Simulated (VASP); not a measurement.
Input:

```
Mg2Ge
1.0
    0.00000     3.17787     3.17787
    3.17787     0.00000     3.17787
    3.17787     3.17787     0.00000
Mg Ge
2 1
Direct
  0.25000   0.25000   0.25000
  0.75000   0.75000   0.75000
  0.00000   0.00000   0.00000
```

These are PBEsol GGA, VASP's PBE PAW potentials (set 64) (plane waves; VASP) values and carry that method's errors. Numerical set-up: 400 eV cut-off, 6×6×6 Γ-centred mesh, Gaussian smearing of 0.050 eV, potentials Mg Ge_d.

### Question
Estimate the energy per atom (σ→0), band gap (on the k-mesh) with the smallest direct gap where there is one.

### Answer

```yaml
band gap (on the k-mesh): 0.07 eV
smallest direct gap (on the k-mesh): 1.06 eV
energy per atom (σ→0): -3.073 eV/atom
```

Only differences to runs with the same potentials and settings are physical.

The compound is Mg2Ge in the antifluorite structure. It was relaxed first. The start is the result of an earlier pass.
